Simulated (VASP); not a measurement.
A run of VASP 6.6.1 is set up as follows.

INCAR

```
SYSTEM = AlRh
PREC = Accurate
ENCUT = 700
EDIFF = 1E-7
ISMEAR = 1
SIGMA = 0.1
LREAL = .False.
LASPH = .True.
NELM = 120
ALGO = Fast
ISIF = 3
LWAVE = .False.
LCHARG = .False.
GGA = PS
IBRION = 2
NSW = 60
EDIFFG = -0.005
```

KPOINTS

```
regular mesh
0
Gamma
  14 14 14
  0 0 0
```

Contents of POSCAR:

```
AlRh
1.0
    2.9600000000      0.0000000000      0.0000000000
    0.0000000000      2.9600000000      0.0000000000
    0.0000000000      0.0000000000      2.9600000000
Rh Al
1 1
Direct
    0.0000000000      0.0000000000      0.0000000000
    0.5000000000      0.5000000000      0.5000000000
```

Potentials or basis: VASP PAW PBE potentials, release 64 (Rh_pv, Al).

The run is started by

```sh
$ cat potpaw_PBE.64/Rh_pv/POTCAR potpaw_PBE.64/Al/POTCAR > POTCAR
$ mpirun -np 1 vasp_std > vasp.out
```

Estimate the relaxed cell.

a = 2.973 Å, b = 2.973 Å, c = 2.973 Å, α = 90.00°, β = 90.00°, γ = 90.00°.

Estimate the relaxed volume.

13.13 Å³/atom.

What does it give for the space group after relaxing (to 0.05 Å)?

Pm-3m (No. 221).

Step by step:
```tsv
step	energy change (eV)	largest force (eV/Å)	pressure (GPa)	volume (Å³)
1	0.0000	0.0000	2.77	25.93
2	0.0041	0.0000	-4.03	26.78
3	-0.0027	0.0000	0.06	26.26
4	-0.0027	0.0000	-0.06	26.26
```

Caveat: the PAW data sets were made with another functional, which shifts forces and pressure a little.
